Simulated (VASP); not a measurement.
All values below come from LDA (Ceperley-Alder, Perdew-Zunger), VASP's LDA PAW potentials (set 64) (plane waves; VASP).

VASP ran on this input.

INCAR:
```
SYSTEM = MoS2
PREC = Accurate
ENCUT = 400
EDIFF = 1E-7
NELM = 100
ALGO = Normal
LREAL = .FALSE.
LASPH = .TRUE.
ISMEAR = 0
SIGMA = 0.05
LMAXMIX = 4
LWAVE = .FALSE.
LCHARG = .FALSE.
LORBIT = 11
ICHARG = 11
```

File KPOINTS:
```
k-points along high-symmetry lines
10
Line-mode
Reciprocal
  0.000000   0.000000   0.000000 ! GAMMA
  0.000000   0.500000   0.000000 ! M

  0.000000   0.500000   0.000000 ! M
 -0.333333   0.666667   0.000000 ! K

 -0.333333   0.666667   0.000000 ! K
  0.000000   0.000000   0.000000 ! GAMMA

  0.000000   0.000000   0.000000 ! GAMMA
  0.000000   0.000000   0.500000 ! A

  0.000000   0.000000   0.500000 ! A
  0.000000   0.500000   0.500000 ! L

  0.000000   0.500000   0.500000 ! L
 -0.333333   0.666667   0.500000 ! H

 -0.333333   0.666667   0.500000 ! H
  0.000000   0.000000   0.500000 ! A

  0.000000   0.500000   0.500000 ! L
  0.000000   0.500000   0.000000 ! M

 -0.333333   0.666667   0.500000 ! H
 -0.333333   0.666667   0.000000 ! K
```

POSCAR:
```
MoS2
1.0
  1.5611878944  -2.7040564871   0.0000000000
  1.5611878944   2.7040564871   0.0000000000
  0.0000000000   0.0000000000  12.0200328641
Mo S
2 4
Cartesian
  1.5611878944   0.9013539651   3.0050082160
  1.5611878944  -0.9013539651   9.0150246481
  1.5611878944   0.9013539651  10.5687842088
  1.5611878944  -0.9013539651   4.5587677768
  1.5611878944  -0.9013539651   1.4512486553
  1.5611878944   0.9013539651   7.4612650873
```

POTCAR, in this order: Mo_sv S (LDA.64 set). Program: vasp_std. Read from the step before: CHGCAR.

The run wrote:

File OSZICAR:
```
       N       E                     dE             d eps       ncg     rms          rms(c)
DAV:   1     0.404809670727E+03    0.40481E+03   -0.26242E+04  6364   0.131E+03
DAV:   2    -0.242928971429E+02   -0.42910E+03   -0.41864E+03  6760   0.381E+02
DAV:   3    -0.473257333713E+02   -0.23033E+02   -0.22786E+02  7230   0.747E+01
DAV:   4    -0.478252655884E+02   -0.49953E+00   -0.49852E+00  6797   0.109E+01
DAV:   5    -0.478392575279E+02   -0.13992E-01   -0.13988E-01  7309   0.160E+00
DAV:   6    -0.478395732585E+02   -0.31573E-03   -0.31564E-03  6929   0.230E-01
DAV:   7    -0.478395832970E+02   -0.10038E-04   -0.10038E-04  7325   0.341E-02
DAV:   8    -0.478395835964E+02   -0.29943E-06   -0.29937E-06  6726   0.539E-03
DAV:   9    -0.478395836078E+02   -0.11385E-07   -0.11382E-07  4831   0.948E-04
   1 F= -.47839584E+02 E0= -.47839584E+02  d E =-.422840E-18
```

File OUTCAR:
```
 val. band max:        8.1502067493   @ k =  -0.0000   0.0000   0.0000

 cond. band min:       8.8443941476   @ k =  -0.1852   0.3704   0.0000



 k-point     1 :       0.0000    0.0000    0.0000
  band No.  band energies     occupation
      1     -53.0480      2.00000
      2     -53.0480      2.00000
      3     -27.4443      2.00000
      4     -27.4438      2.00000
      5     -27.1529      2.00000
      6     -27.1528      2.00000
      7     -27.1528      2.00000
      8     -27.1528      2.00000
      9      -7.0985      2.00000
     10      -6.7354      2.00000
     11      -5.8390      2.00000
     12      -5.2365      2.00000
     13       0.8470      2.00000
     14       2.1045      2.00000
     15       4.2855      2.00000
     16       4.7060      2.00000
     17       4.7060      2.00000
     18       4.7219      2.00000
     19       4.7219      2.00000
     20       5.8605      2.00000
     21       5.8605      2.00000
     22       5.9212      2.00000
     23       5.9213      2.00000
     24       6.7267      2.00000
     25       7.0305      2.00000
     26       8.1502      2.00000
     27      10.2661      0.00000
     28      10.2685      0.00000
     29      10.3000      0.00000
     30      10.3041      0.00000
     31      10.4448      0.00000

 k-point     2 :       0.0000    0.0556    0.0000
  band No.  band energies     occupation
      1     -53.0465      2.00000
      2     -53.0465      2.00000
      3     -27.4412      2.00000
      4     -27.4409      2.00000
      5     -27.1673      2.00000
      6     -27.1671      2.00000
      7     -27.1562      2.00000
      8     -27.1560      2.00000
      9      -7.0476      2.00000
     10      -6.6852      2.00000
     11      -5.8146      2.00000
     12      -5.2199      2.00000
     13       0.9048      2.00000
     14       2.1609      2.00000
     15       4.1889      2.00000
     16       4.5922      2.00000
     17       4.6125      2.00000
     18       4.7573      2.00000
...
```

The density is held fixed in this step, so its total energy and stress have no physical meaning.

The compound is MoS2 in the 2H layered structure. It was relaxed first.
